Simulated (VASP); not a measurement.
Energy against volume of Sn (beta). These are optB86b-vdW, VASP's PBE PAW potentials (set 64) (plane waves; VASP 6.6.1) values and carry that method's errors. Settings: 520 eV cut-off, 13×13×13 Γ-centred mesh, first-order Methfessel-Paxton smearing of 0.10 eV, potentials Sn_d.

Shape and ions are relaxed at each volume.

```json
[
 {"V (Å³/atom)": "26.015", "E (eV/atom)": "-0.68135"},
 {"V (Å³/atom)": "26.846", "E (eV/atom)": "-0.69539"},
 {"V (Å³/atom)": "27.676", "E (eV/atom)": "-0.69980"},
 {"V (Å³/atom)": "28.506", "E (eV/atom)": "-0.69620"}
]
```

Question: Fit these four points and predict the energy of the run at 29.336 Å³/atom.

Answer: A cubic in V^(−2/3), the third-order Birch-Murnaghan form, passes through the four points with V0 = 27.69 Å³/atom and B0 = 51 GPa, and gives -0.6859 eV/atom there. The run gave -0.6859 eV/atom, -0.0 meV/atom from the fit; all five points give B0 = 51 GPa.

The compound is Sn in the beta structure. It was relaxed first.
